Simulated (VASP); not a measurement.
Consider the following.

```
CELL_PARAMETERS angstrom
      0.00000     2.70500     2.70500
      2.70500     0.00000     2.70500
      2.70500     2.70500     0.00000
ATOMIC_POSITIONS crystal
  Zn 0.00000 0.00000 0.00000
  S  0.25000 0.25000 0.25000
```

These are rev-vdW-DF2, VASP's PBE PAW potentials (set 64) (plane waves; VASP 6.6.1) values and carry that method's errors. Run with 520 eV cut-off, 8×8×8 Γ-centred mesh, Gaussian smearing of 0.050 eV, potentials Zn S.

Question: What does the run give for the energy per atom (σ→0), band gap (on the k-mesh) with the smallest direct gap where there is one?

Answer: 
```json
{
  "band gap (on the k-mesh)": "1.99 eV",
  "smallest direct gap (on the k-mesh)": "1.99 eV",
  "energy per atom (σ→0)": "-1.423 eV/atom"
}
```

The compound is ZnS in the zinc blende structure. The cell was not relaxed at this level.
